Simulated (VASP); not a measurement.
Calculation: HSE06 screened hybrid, VASP's PBE PAW potentials (set 64) (plane waves; VASP).

VASP input:

### INCAR
```
AEXX = 0.25
ALGO = Normal
EDIFF = 1E-6
ENCUT = 400
GGA = PE
HFSCREEN = 0.2
ISIF = 2
ISMEAR = 0
ISYM = 3
LASPH = .True.
LCHARG = .False.
LHFCALC = .True.
LREAL = .False.
LWAVE = .False.
NELM = 100
PREC = Accurate
PRECFOCK = Fast
SIGMA = 0.01
SYSTEM = MgO
```

**POSCAR**
```
MgO
1
    0.0000000000     2.1108400000     2.1108400000
    2.1108400000     0.0000000000     2.1108400000
    2.1108400000     2.1108400000     0.0000000000
Mg O
1 1
Direct
  0.0000000000   0.0000000000   0.0000000000
  0.5000000000   0.5000000000   0.5000000000
```

**KPOINTS**
```
Automatic mesh
0
Gamma
5 5 5
0 0 0
```

POTCAR, in this order: Mg O (PBE.64 set). Program: vasp_std.

The resulting files:

### OUTCAR
```
 ion  position               nearest neighbor table
   1  0.000  0.000  0.000-   2 2.11   2 2.11   2 2.11   2 2.11   2 2.11   2 2.11
   2  0.500  0.500  0.500-   1 2.11   1 2.11   1 2.11   1 2.11   1 2.11   1 2.11
  LATTYP: Found a face centered cubic cell.
 ALAT       =     4.2216800000
 Subroutine PRICEL returns:
 Original cell was already a primitive cell.
 Subroutine GETGRP returns: Found 48 space group operations
The static configuration has the point symmetry O_h .
The dynamic configuration has the point symmetry O_h .
 Subroutine INISYM returns: Found 48 space group operations
 Subroutine IBZKPT returns following result:
 Found     10 irreducible k-points:

 Following reciprocal coordinates:
            Coordinates               Weight
  0.000000  0.000000  0.000000      1.000000
  0.200000  0.000000  0.000000      8.000000
  0.400000  0.000000  0.000000      8.000000
  0.200000  0.200000  0.000000      6.000000
  0.400000  0.200000  0.000000     24.000000
 -0.400000  0.200000  0.000000     24.000000
 -0.200000  0.200000  0.000000     12.000000
  0.400000  0.400000  0.000000      6.000000
 -0.400000  0.400000  0.000000     12.000000
 -0.400000  0.400000  0.200000     24.000000
 Subroutine IBZKPT_HF returns following result:
   k-points           NKPTS =     10   k-points in BZ     NKDIM =    125   number of bands    NBANDS=      8
   number of dos      NEDOS =    301   number of ions     NIONS =      2
   total plane-waves  NPLWV =   8000
   dimension x,y,z NGX =    20 NGY =   20 NGZ =   20
   dimension x,y,z NGXF=    40 NGYF=   40 NGZF=   40
   ions per type =               1   1
   PREC   = accura    normal or accurate (medium, high low for compatibility)
   ISTART =      0    job   : 0-new  1-cont  2-samecut
   ICHARG =      2    charge: 1-file 2-atom 10-const
   ISPIN  =      1    spin polarized calculation?
   LNONCOLLINEAR =      F non collinear calculations
   LSORBIT =      F    spin-orbit coupling
   INIWAV =      1    electr: 0-lowe 1-rand  2-diag
...
```

File OSZICAR:
```
       N       E                     dE             d eps       ncg     rms          rms(c)
DAV:   1    -0.138976078852E+03   -0.13898E+03   -0.44335E+03   200   0.727E+02
DAV:   2    -0.151840934536E+03   -0.12865E+02   -0.12865E+02   200   0.102E+02
DAV:   3    -0.151941809157E+03   -0.10087E+00   -0.10087E+00   168   0.101E+01
DAV:   4    -0.151942080155E+03   -0.27100E-03   -0.27100E-03   240   0.542E-01
DAV:   5    -0.161488321920E+02    0.13579E+03   -0.12852E+00   160   0.113E+01    0.768E+00
DAV:   6    -0.140832950984E+02    0.20655E+01   -0.98159E+00   160   0.237E+01    0.228E+00
DAV:   7    -0.143019960237E+02   -0.21870E+00   -0.82262E-01   168   0.629E+00    0.215E+00
DAV:   8    -0.142651777530E+02    0.36818E-01   -0.44589E-02   176   0.216E+00    0.106E+00
DAV:   9    -0.142591484413E+02    0.60293E-02   -0.32233E-02   176   0.169E+00    0.470E-01
DAV:  10    -0.142578804171E+02    0.12680E-02   -0.84885E-04   184   0.428E-01    0.274E-01
DAV:  11    -0.142572162388E+02    0.66418E-03   -0.83198E-04   192   0.240E-01    0.174E-01
DAV:  12    -0.142570791286E+02    0.13711E-03   -0.20907E-04   192   0.146E-01    0.111E-01
DAV:  13    -0.142570399173E+02    0.39211E-04   -0.39775E-05   200   0.927E-02    0.666E-02
DAV:  14    -0.142570306762E+02    0.92411E-05   -0.17503E-05   200   0.627E-02    0.394E-02
DAV:  15    -0.142570295070E+02    0.11692E-05   -0.62303E-06   200   0.360E-02    0.239E-02
DAV:  16    -0.142570300217E+02   -0.51476E-06   -0.25949E-06   200   0.218E-02
   1 F= -.14257030E+02 E0= -.14257030E+02  d E =-.201597E-65
```

**OUTCAR**
```
------------------------ aborting loop because EDIFF is reached ----------------------------------------
  FORCE on cell =-STRESS in cart. coord.  units (eV):
  Direction    XX          YY          ZZ          XY          YZ          ZX
  --------------------------------------------------------------------------------------
  Total       -0.8612116     -0.8612116     -0.8612116     -0.0000000     -0.0000000      0.0000000
  in kB      -73.3541170    -73.3541170    -73.3541170     -0.0000000     -0.0000000      0.0000000
  external PRESSURE =     -73.3541170 kB  Pullay stress =       0.0000000 kB
  volume of cell :       18.81
      direct lattice vectors                 reciprocal lattice vectors
     0.000000000  2.110840000  2.110840000    -0.236872525  0.236872525  0.236872525
     2.110840000  0.000000000  2.110840000     0.236872525 -0.236872525  0.236872525
     2.110840000  2.110840000  0.000000000     0.236872525  0.236872525 -0.236872525
  FREE ENERGIE OF THE ION-ELECTRON SYSTEM (eV)
  ---------------------------------------------------
  free  energy   TOTEN  =       -14.2570300217 eV

  energy  without entropy=      -14.2570300217  energy(sigma->0) =      -14.25703002

  exchange ACFDT corr.  =         0.00000000  see jH, gK, PRB 81, 115126
```
(Selected blocks of OUTCAR.)

At this cut-off the stress carries a Pulay error, which pulls relaxed volumes low.

The structure comes from a computed database's MgO entry; how it stands against other phases isn't given here. The cell was not relaxed at this level. The k-mesh is coarse (spacing up to 0.52 per Å, 2π included), so the numbers may not be converged in it. The run is one of a series of settings (KPOINTS 5×5×5 Γ-centred mesh against the base run), some of them coarse on purpose.
